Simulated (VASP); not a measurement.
Energy against volume of YN (rock salt). Computed with optB88-vdW, VASP's PBE PAW potentials (set 64) (plane waves; VASP). Settings: 520 eV cut-off, 9×9×9 Γ-centred mesh, Gaussian smearing of 0.050 eV, potentials Y_sv N.

```
V (Å³/atom)  E (eV/atom)
-----------  -----------
14.227          -7.33896
14.667          -7.34623
15.107          -7.33983
15.547          -7.32175
```

### Question
Fit these four points and predict the energy of the run at 13.787 Å³/atom.

### Answer
A cubic in V^(−2/3), the third-order Birch-Murnaghan form, passes through the four points with V0 = 14.67 Å³/atom and B0 = 165 GPa, and gives -7.3157 eV/atom there. The run gave -7.3157 eV/atom, -0.1 meV/atom from the fit; all five points give B0 = 165 GPa.

The compound is YN in the rock salt structure. It was relaxed first.
